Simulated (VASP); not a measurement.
Calculation: PBEsol GGA, VASP's PBE PAW potentials (set 64) (plane waves; VASP).

A VASP calculation is set up with these files.

**KPOINTS**
```
kpoints
0
gamma
  5 5 8
0 0 0
```

### POSCAR
```
Ta2Ge
1.0
  7.1474427408  -0.0000000118   0.0000000000
 -3.5737218940   6.1898667117   0.0000000000
  0.0000000000   0.0000000000   3.3797704161
Ta Ge
6 3
direct
  0.2658528790   1.0000000000   0.0000000000
  1.0000000000   0.2658528790   0.0000000000
  0.7341471210   0.7341471210   0.0000000000
  0.5961808223   1.0000000000   0.5000000000
  1.0000000000   0.5961808223   0.5000000000
  0.4038191777   0.4038191777   0.5000000000
  0.0000000000   0.0000000000   0.5000000000
  0.3333330000   0.6666670000   0.0000000000
  0.6666670000   0.3333330000   0.0000000000
```

INCAR:
```
! general
SYSTEM  = Ta2Ge
PREC    = Accurate
ENCUT   = 400
LREAL   = .False.
LASPH   = .True.

! electronic loop
EDIFF   = 1E-6
NELM    = 100
ALGO    = Normal
LMAXMIX = 6

! smearing
ISMEAR  = 1
SIGMA   = 0.1

! functional
GGA     = PS

! ions
IBRION  = 2
NSW     = 60
ISIF    = 3
EDIFFG  = -0.02

! output
LWAVE   = .False.
LCHARG  = .False.
```

POTCAR, in this order: Ta_pv Ge_d (PBE.64 set). Program: vasp_std.

Unless said otherwise, spin-orbit coupling is left out, though it shifts the bands of the heavy elements here.

### Question
What does the run give for the energy per atom (σ→0), volume per atom, band gap (on the k-mesh)?

### Answer

| Property | Result |
|---|---|
| energy per atom (σ→0) | -10.285 eV/atom |
| band gap (on the k-mesh) | none (metal, semimetal or under 0.01 eV) |
| volume per atom | 16.59 Å³/atom |

OSZICAR:
```
...
       N       E                     dE             d eps       ncg     rms          rms(c)
DAV:   1    -0.925628301665E+02    0.18841E-02   -0.39229E-01  3200   0.285E+00    0.147E-01
DAV:   2    -0.925654356577E+02   -0.26055E-02   -0.31464E-02  3248   0.839E-01    0.717E-02
DAV:   3    -0.925654444089E+02   -0.87512E-05   -0.10523E-03  4384   0.183E-01    0.383E-02
DAV:   4    -0.925654202135E+02    0.24195E-04   -0.71250E-05  3920   0.406E-02    0.133E-02
DAV:   5    -0.925654202193E+02   -0.58644E-08   -0.10737E-05  3920   0.177E-02    0.723E-03
DAV:   6    -0.925654203279E+02   -0.10857E-06   -0.85201E-07  2176   0.598E-03
   6 F= -.92565420E+02 E0= -.92564290E+02  d E =-.706560E-03
```

The structure was generated: Ta2Ge was put into the Fe2P type (P-62m), which need not be its known phase. This run relaxes it. Symmetry was kept, so distortions that lower it aren't found. The start is the result of an earlier pass.
